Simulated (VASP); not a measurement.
Input of a VASP 6.6.1 run:

The input INCAR:

```
PREC = Accurate
ENCUT = 600
EDIFF = 1E-7
ISMEAR = 0
SIGMA = 0.03
LREAL = F
LASPH = T
NELM = 80
ALGO = Normal
ISIF = 3
LWAVE = F
LCHARG = F
IBRION = 2
NSW = 90
EDIFFG = -0.005
LATTICE_CONSTRAINTS = .TRUE. .TRUE. .FALSE.
```

The input KPOINTS:

```
regular mesh
0
Gamma
  12 12 1
```

Contents of POSCAR:

```
Te2Mo                                   
1.0
    3.4673168546      0.0000000000      0.0000000000
   -1.7336584273      3.0027844833      0.0000000000
    0.0000000000      0.0000000000     21.6051888000
  Te              Mo            
     2     1
Direct
     0.3333333300000021    0.6666666699999979    0.4167797425455586
     0.3333333300000021    0.6666666699999979    0.5832202574544415
     0.6666666699999979    0.3333333300000021    0.5000000000000000
```

Potentials or basis: VASP PAW LDA potentials, release 64 (Te, Mo_sv).

Run with:

```bash
$ cat potpaw_LDA.64/Te/POTCAR potpaw_LDA.64/Mo_sv/POTCAR > POTCAR
$ mpirun -np 1 vasp_std > vasp.out
```

(1) Predict the relaxed cell.

(2) Predict the relaxed volume.

(3) What does it give for the space group after relaxing (to 0.05 Å)?

(4) Estimate the band gap on the k mesh.

## Answers

(1) a = 3.468 Å, b = 3.468 Å, c = 21.605 Å, α = 90.00°, β = 90.00°, γ = 120.00°.

(2) 75.01 Å³/atom.

(3) P-6m2 (No. 187).

(4) 1.24 eV, direct.

Caveat: spin-orbit coupling is left out, which moves the levels of the heavy elements.
